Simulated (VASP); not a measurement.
Given:

```
InP
1.0
    0.00000     2.97579     2.97579
    2.97579     0.00000     2.97579
    2.97579     2.97579     0.00000
In P
1 1
Cartesian
  0.00000   0.00000   0.00000
  1.48790   1.48790   1.48790
```

Computed with optB88-vdW, VASP's PBE PAW potentials (set 64) (plane waves; VASP). Numerical set-up: 520 eV cut-off, Gaussian smearing of 0.050 eV, potentials In_d P.

Unless said otherwise, spin-orbit coupling is left out, though it shifts the bands of the heavy elements here.

Question: Give the energies of bands 7 to 12 at the high-symmetry points, in eV from the valence-band maximum.

Answer: 
```csv
band,Γ,X,U,L,W
7,0.00,-5.60,-5.46,-5.52,-5.46
8,0.00,-2.17,-3.08,-0.91,-2.76
9,0.00,-2.17,-1.81,-0.91,-2.71
10,0.32,1.82,2.35,1.31,4.13
11,4.07,2.23,4.26,4.79,4.28
12,4.07,8.85,7.36,4.79,5.40
```

The gap is direct, 0.32 eV, from the valence maximum at Γ to the conduction minimum at Γ.

Measured: gap 1.47 eV (computed value off by -1.15 eV), as given by Wei Chen et al., Physical Review Materials (2018), doi:10.1103/physrevmaterials.2.073803 [zero-point renormalisation of 0.05 eV added back (the table's ZPR column)].

The compound is InP in the zinc blende structure. It was relaxed first.
